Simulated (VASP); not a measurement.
The system is ZrAl3B3N.

```
Zr Al B N
1.0
     3.20000    0.00000    0.00000
     0.00000    3.20000    0.00000
     0.00000    0.00000    9.07000
Zr Al B N
1 3 3 1
Direct
  0.00000 0.00000 0.00000
  0.00000 0.00000 0.50000
  0.50000 0.50000 0.25000
  0.50000 0.50000 0.75000
  0.50000 0.50000 0.50000
  0.00000 0.00000 0.25000
  0.00000 0.00000 0.75000
  0.50000 0.50000 0.00000
```

The cell was built by a generator and needn't be a form met in nature.

```yaml
Program: VASP 6.6.1
Task: relaxation of cell and atoms
Functional: PBE
Potentials_or_basis: VASP PAW PBE potentials, release 64 (Zr_sv, Al, B, N)
Cutoff: 520 eV
k_mesh: 4 × 4 × 2
Occupations: gaussian, width 0.15 eV
Spin: no spin polarisation
```

At the start: pressure 3.4 GPa; volume 11.61 Å³/atom.

Question: How do energy, volume and symmetry change on relaxing?

Answer: Over 6 steps the energy falls by 23.5 meV/atom and the volume is 11.87 Å³/atom (+2.3 %); space group P4/mmm (No. 123, to 0.05 Å).

Step by step:
```tsv
step	energy change (eV)	largest force (eV/Å)	pressure (GPa)	volume (Å³)
1	0.0000	1.3607	3.36	92.88
2	-0.1792	0.0793	-1.84	96.16
3	-0.1796	0.0917	-1.90	96.10
4	-0.1796	0.1144	-1.82	96.04
5	-0.1852	0.0386	1.11	94.40
6	-0.1879	0.0162	0.19	94.98
```

Final structure:
```
Zr Al B N
1.0
     3.18639    0.00000    0.00000
     0.00000    3.18639    0.00000
     0.00000    0.00000    9.35454
Zr Al B N
1 3 3 1
Direct
  0.00000 0.00000 0.00000
  0.00000 0.00000 0.50000
  0.50000 0.50000 0.24697
  0.50000 0.50000 0.75303
  0.50000 0.50000 0.50000
  0.00000 0.00000 0.25768
  0.00000 0.00000 0.74232
  0.50000 0.50000 0.00000
```

Caveat: the k mesh is coarse (spacing up to 0.49 Å⁻¹), so the values aren't converged.
